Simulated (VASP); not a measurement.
Sb:

```
Sb
1.0
     2.15060    1.24165    3.74400
    -2.15060    1.24165    3.74400
     0.00000   -2.48330    3.74400
Sb
2
Direct
  0.23364 0.23364 0.23364
  0.76636 0.76636 0.76636
```

| Property | Result |
| --- | --- |
| Program | VASP 6.6.1 |
| Task | relaxation of cell and atoms |
| Functional | r2SCAN |
| Dispersion | rVV10 |
| Potentials or basis | VASP PAW PBE potentials, release 64 (Sb) |
| Cutoff | 600 eV |
| k mesh | 12 × 12 × 12 |
| Occupations | gaussian, width 0.1 eV |
| Spin | no spin polarisation |

At the start: pressure 1.6 GPa; volume 29.99 Å³/atom.

**Question.** How do energy, volume and symmetry change on relaxing?

**Answer.** Over 9 steps the energy falls by 3.6 meV/atom and the volume is 30.77 Å³/atom (+2.6 %); space group R-3m (No. 166, to 0.05 Å).

The path:
```csv
step,energy change (eV),largest force (eV/Å),pressure (GPa),volume (Å³)
1,0.0000,0.1322,1.55,59.99
2,-0.0024,0.1493,-1.11,62.54
3,-0.0070,0.0276,0.03,61.37
4,-0.0070,0.0307,0.00,61.40
5,-0.0071,0.0213,-0.01,61.44
6,-0.0071,0.0027,-0.02,61.52
7,-0.0072,0.0034,0.03,61.49
8,-0.0072,0.0035,0.03,61.49
9,-0.0072,0.0021,0.00,61.54
```

Final structure:
```
Sb
1.0
     2.16858    1.25203    3.77748
    -2.16858    1.25203    3.77748
     0.00000   -2.50406    3.77748
Sb
2
Direct
  0.23358 0.23358 0.23358
  0.76642 0.76642 0.76642
```

Caveat: the PAW data sets were made with another functional, which shifts forces and pressure a little.
